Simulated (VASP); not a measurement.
```
Os
1.0
    1.37757    -2.38602     0.00000
    1.37757     2.38602     0.00000
    0.00000     0.00000     4.40627
Os
2
Direct
  0.33333   0.66667   0.25000
  0.66667   0.33333   0.75000
```

These are PBE GGA, VASP's PBE PAW potentials (set 64) (plane waves; VASP) values and carry that method's errors. Settings: 480 eV cut-off, 14×14×8 Γ-centred mesh, first-order Methfessel-Paxton smearing of 0.10 eV, potentials Os.

**Question.** Give the stress tensor in GPa (positive for a compressed cell).

**Answer.** 
```
 -3.16    0.00    0.00
  0.00   -3.16    0.00
  0.00    0.00  -11.37
```
The pressure is its mean diagonal, -5.89 GPa.

The compound is Os in the hcp structure. This cell was strained or had an atom moved on purpose.
